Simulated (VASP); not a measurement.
These are PBEsol GGA, VASP's PBE PAW potentials (set 64) (plane waves; VASP) values and carry that method's errors.

VASP input:

**POSCAR**
```
Li2O
3.7994160
  0.8101020234   0.0000000203   0.0000000000
 -0.4050508452   0.7015687821   0.0000000000
  0.0000000000   0.0000000000   0.9999999092
O Li
1 2
direct
  0.0000000000   0.0000000000  -0.0065799592
  0.3333330000   0.6666670000   0.1798806118
  0.6666670000   0.3333330000   0.8201193882
```

### KPOINTS
```
Automatic mesh
0
Gamma
8 8 6
0 0 0
```

### INCAR
```
# general
SYSTEM  =  Li2O
PREC    =  Accurate
ENCUT   =  600
LREAL   =  .FALSE.
LASPH   =  .TRUE.

# electronic loop
EDIFF   =  1E-7
NELM    =  100
ALGO    =  Normal

# smearing
ISMEAR  =  0
SIGMA   =  0.05

# functional
GGA     =  PS

# ions
ISIF    =  2

# output
LWAVE   =  .FALSE.
LCHARG  =  .FALSE.
```

POTCAR, in this order: O Li_sv (PBE.64 set). Program: vasp_std.

Task: What will the output report for the number of irreducible k-points (NKPTS), number of bands (NBANDS), largest plane-wave count, number of space-group operations, FFT grid (NGX, NGY, NGZ)?

Result: 
The number of irreducible k-points (NKPTS) comes out as 50 and the number of bands (NBANDS) is 10. The largest plane-wave count comes out as 1060 and the number of space-group operations is 6. The FFT grid (NGX, NGY, NGZ) is 28 × 28 × 30.

The structure was generated: Li2O was put into the CdI2 type (P-3m1), which need not be its known phase. This cell was strained or had an atom moved on purpose.
